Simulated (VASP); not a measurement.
All values below come from PBEsol GGA, VASP's PBE PAW potentials (set 64) (plane waves; VASP).

The input files of a VASP run:

**POSCAR**
```
BN
1
    1.2526904821    -2.1697239507     0.0000000000
    1.2526904821     2.1697239507     0.0000000000
    0.0000000000     0.0000000000     6.8224324282
B N
2 2
Direct
  0.3333330000   0.6666670000   0.2500000000
  0.6666670000   0.3333330000   0.7500000000
  0.6666670000   0.3333330000   0.2500000000
  0.3333330000   0.6666670000   0.7500000000
```

**KPOINTS**
```
Automatic mesh
0
Gamma
11 11 4
0 0 0
```

### INCAR
```
! general
SYSTEM = BN
PREC   = Accurate
ENCUT  = 520   ! plane-wave cut-off (eV)
LREAL  = .FALSE.   ! projection in real space or not
LASPH  = .TRUE.

! electronic loop
EDIFF  = 1E-7   ! SCF stop (eV)
NELM   = 100   ! most electronic steps
ALGO   = Normal   ! blocked Davidson

! smearing
ISMEAR = -5   ! tetrahedra, Bloechl

! functional
GGA    = PS   ! PBEsol

! ions
ISIF   = 2

! output
LWAVE  = .FALSE.
LCHARG = .TRUE.
LORBIT = 11
NEDOS  = 601
```

POTCAR, in this order: B N (PBE.64 set). Program: vasp_std.

Output of the run:

File OSZICAR:
```
       N       E                     dE             d eps       ncg     rms          rms(c)
DAV:   1     0.608122812353E+02    0.60812E+02   -0.82869E+03  1160   0.123E+03
DAV:   2    -0.356414555156E+02   -0.96454E+02   -0.87678E+02  1656   0.263E+02
DAV:   3    -0.399736543003E+02   -0.43322E+01   -0.43040E+01  1480   0.582E+01
DAV:   4    -0.400228966144E+02   -0.49242E-01   -0.49208E-01  1444   0.663E+00
DAV:   5    -0.400237049370E+02   -0.80832E-03   -0.80824E-03  1464   0.824E-01    0.110E+01
DAV:   6    -0.369605455755E+02    0.30632E+01   -0.75786E+00  1344   0.223E+01    0.506E+00
DAV:   7    -0.366590271647E+02    0.30152E+00   -0.45337E-01  1420   0.584E+00    0.307E+00
DAV:   8    -0.365713661810E+02    0.87661E-01   -0.27023E-01  1392   0.398E+00    0.388E-01
DAV:   9    -0.365686686703E+02    0.26975E-02   -0.10762E-02  1360   0.927E-01    0.169E-01
DAV:  10    -0.365693819707E+02   -0.71330E-03   -0.10073E-03  1412   0.271E-01    0.351E-02
DAV:  11    -0.365694720365E+02   -0.90066E-04   -0.13566E-04  1444   0.102E-01    0.224E-02
DAV:  12    -0.365694722584E+02   -0.22190E-06   -0.34482E-05  1396   0.507E-02    0.295E-03
DAV:  13    -0.365694724836E+02   -0.22519E-06   -0.12490E-06  1444   0.102E-02    0.115E-03
DAV:  14    -0.365694725559E+02   -0.72332E-07   -0.11272E-07  1176   0.280E-03
   1 F= -.36569473E+02 E0= -.36569473E+02  d E =0.000000E+00
```

OUTCAR:
```
------------------------ aborting loop because EDIFF is reached ----------------------------------------
  FORCE on cell =-STRESS in cart. coord.  units (eV):
  Direction    XX          YY          ZZ          XY          YZ          ZX
  --------------------------------------------------------------------------------------
  Total        0.0254080      0.0254080      0.0554475     -0.0000000      0.0000000      0.0000000
  in kB        1.0976506      1.0976510      2.3953855     -0.0000000      0.0000000      0.0000000
  external PRESSURE =       1.5302291 kB  Pullay stress =       0.0000000 kB
  volume of cell :       37.09
      direct lattice vectors                 reciprocal lattice vectors
     1.252690482 -2.169723951  0.000000000     0.399140895 -0.230444062  0.000000000
     1.252690482  2.169723951  0.000000000     0.399140895  0.230444062  0.000000000
     0.000000000  0.000000000  6.822432428     0.000000000  0.000000000  0.146575288
  FREE ENERGIE OF THE ION-ELECTRON SYSTEM (eV)
  ---------------------------------------------------
  free  energy   TOTEN  =       -36.5694725559 eV

  energy  without entropy=      -36.5694725559  energy(sigma->0) =      -36.56947256

 total charge

# of ion       s       p       d       tot
------------------------------------------
    1        0.742   1.424   0.000   2.166
    2        0.742   1.424   0.000   2.166
    3        1.220   2.786   0.000   4.006
    4        1.220   2.786   0.000   4.006
--------------------------------------------------
tot          3.923   8.420   0.000  12.343
```
(Selected blocks of OUTCAR.)

Without a dispersion term in the relaxation, distances and binding between the weakly bound layers, chains or molecules are unreliable, and so is what depends on them.

The compound is BN in the hex structure. It was relaxed first.
